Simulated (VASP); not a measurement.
These are revPBE GGA, VASP's PBE PAW potentials (set 64) (plane waves; VASP) values and carry that method's errors.

VASP ran on this input.

### KPOINTS
```
Automatic mesh
0
Gamma
11 11 7
0 0 0
```

### INCAR
```
ALGO = Normal
EDIFF = 1E-7
EDIFFG = -0.01
ENCUT = 520
GGA = RE
IBRION = 2
ISIF = 4
ISMEAR = 1
LASPH = T
LCHARG = F
LMAXMIX = 6
LREAL = F
LWAVE = F
NELM = 100
NSW = 30
PREC = Accurate
SIGMA = 0.1
SYSTEM = Tb
```

**POSCAR**
```
Tb
1
    1.8815408898    -3.2589239199     0.0000000000
    1.8815408898     3.2589239199     0.0000000000
    0.0000000000     0.0000000000     5.8011730935
Tb
2
Direct
  0.3333330000   0.6666670000   0.2500000000
  0.6666670000   0.3333330000   0.7500000000
```

POTCAR, in this order: Tb_3 (PBE.64 set). Program: vasp_std.

The run wrote:

OSZICAR:
```
       N       E                     dE             d eps       ncg     rms          rms(c)
DAV:   1     0.412935994424E+02    0.41294E+02   -0.88730E+03  1664   0.122E+03
DAV:   2    -0.627392108534E+01   -0.47568E+02   -0.46452E+02  1754   0.252E+02
DAV:   3    -0.844485931222E+01   -0.21709E+01   -0.20351E+01  2268   0.307E+01
DAV:   4    -0.850598858081E+01   -0.61129E-01   -0.58338E-01  1910   0.495E+00
DAV:   5    -0.850869272221E+01   -0.27041E-02   -0.26821E-02  2502   0.743E-01    0.223E+01
DAV:   6    -0.850818939215E+01    0.50333E-03   -0.27143E-02  2077   0.140E+00    0.134E+01
DAV:   7    -0.851728425190E+01   -0.90949E-02   -0.51336E-02  2099   0.194E+00    0.225E-01
DAV:   8    -0.851703074629E+01    0.25351E-03   -0.25810E-03  1964   0.402E-01    0.595E-02
DAV:   9    -0.851705857162E+01   -0.27825E-04   -0.21892E-04  2104   0.118E-01    0.365E-02
DAV:  10    -0.851705087169E+01    0.76999E-05   -0.42675E-05  2004   0.467E-02    0.525E-02
DAV:  11    -0.851705314968E+01   -0.22780E-05   -0.74775E-06  1979   0.205E-02    0.272E-03
DAV:  12    -0.851705340240E+01   -0.25272E-06   -0.37844E-07  2161   0.516E-03    0.467E-03
DAV:  13    -0.851705319740E+01    0.20500E-06   -0.65402E-08  1207   0.199E-03    0.510E-04
DAV:  14    -0.851705318443E+01    0.12966E-07   -0.12941E-08  1152   0.108E-03
   1 F= -.85170532E+01 E0= -.85162639E+01  d E =-.851705E+01
       N       E                     dE             d eps       ncg     rms          rms(c)
DAV:   1    -0.851857769613E+01   -0.15245E-02   -0.56794E-02  1664   0.175E+00    0.157E-01
DAV:   2    -0.851787488486E+01    0.70281E-03   -0.93550E-04  1994   0.258E-01    0.882E-02
DAV:   3    -0.851754978057E+01    0.32510E-03   -0.40763E-04  2073   0.158E-01    0.407E-02
DAV:   4    -0.851755142243E+01   -0.16419E-05   -0.68477E-05  2169   0.601E-02    0.221E-02
DAV:   5    -0.851755157314E+01   -0.15070E-06   -0.16622E-06  2245   0.101E-02    0.463E-03
DAV:   6    -0.851755143090E+01    0.14224E-06   -0.20524E-07  1827   0.352E-03    0.114E-03
DAV:   7    -0.851755140445E+01    0.26445E-07   -0.23996E-08   997   0.139E-03
   2 F= -.85175514E+01 E0= -.85168245E+01  d E =-.498220E-03
       N       E                     dE             d eps       ncg     rms          rms(c)
DAV:   1    -0.851845687189E+01   -0.90544E-03   -0.42129E-02  1664   0.151E+00    0.135E-01
DAV:   2    -0.851793080898E+01    0.52606E-03   -0.69632E-04  1964   0.222E-01    0.767E-02
DAV:   3    -0.851768763487E+01    0.24317E-03   -0.30668E-04  2088   0.137E-01    0.356E-02
DAV:   4    -0.851768907576E+01   -0.14409E-05   -0.51062E-05  2118   0.518E-02    0.192E-02
DAV:   5    -0.851768915430E+01   -0.78549E-07   -0.12659E-06  2242   0.877E-03    0.403E-03
DAV:   6    -0.851768903637E+01    0.11794E-06   -0.15038E-07  1535   0.305E-03    0.100E-03
DAV:   7    -0.851768901481E+01    0.21555E-07   -0.20203E-08   962   0.124E-03
   3 F= -.85176890E+01 E0= -.85169941E+01  d E =-.635830E-03
```

**OUTCAR**
```
------------------------ aborting loop because EDIFF is reached ----------------------------------------
  FORCE on cell =-STRESS in cart. coord.  units (eV):
  Direction    XX          YY          ZZ          XY          YZ          ZX
  --------------------------------------------------------------------------------------
  Total       -0.8894194     -0.8894191     -0.8878343     -0.0000000      0.0000000      0.0000000
  in kB      -20.0301157    -20.0301101    -19.9944185     -0.0000000      0.0000000      0.0000000
  external PRESSURE =     -20.0182148 kB  Pullay stress =       0.0000000 kB
  volume of cell :       71.14
      direct lattice vectors                 reciprocal lattice vectors
     1.875758143 -3.248907953  0.000000000     0.266558885 -0.153897866  0.000000000
     1.875758143  3.248907953 -0.000000000     0.266558885  0.153897866  0.000000000
    -0.000000000  0.000000000  5.836996850     0.000000000  0.000000000  0.171320976
 POSITION                                       TOTAL-FORCE (eV/Angst)
 -----------------------------------------------------------------------------------
      1.87576      1.08297      1.45925         0.000000     -0.000000      0.000000
      1.87576     -1.08297      4.37775        -0.000000      0.000000      0.000000
 -----------------------------------------------------------------------------------
    total drift:                                0.000000      0.000118     -0.000011
  FREE ENERGIE OF THE ION-ELECTRON SYSTEM (eV)
  ---------------------------------------------------
  free  energy   TOTEN  =        -8.5176890148 eV

  energy  without entropy=       -8.5156043090  energy(sigma->0) =       -8.51699411

 reached required accuracy - stopping structural energy minimisation
```
(Selected blocks of OUTCAR.)

File CONTCAR:
```
Tb
   1.00000000000000
     1.8757581434584025   -3.2489079532769805    0.0000000000000000
     1.8757581434584025    3.2489079532769805   -0.0000000000000000
    -0.0000000000000000    0.0000000000000000    5.8369968500118690
  Tb
     2
Direct
     0.3333330000000032    0.6666669999999968    0.2500000000000000
     0.6666669999999968    0.3333330000000032    0.7500000000000000
```

The 4f electrons are frozen in the core of the lanthanide potential, so 4f levels, which can set the real gap, and their magnetism are missing.

The compound is Tb in the hcp structure. This cell is one point of a volume scan, at 1.06 of the reference volume. Symmetry was kept, so distortions that lower it aren't found.
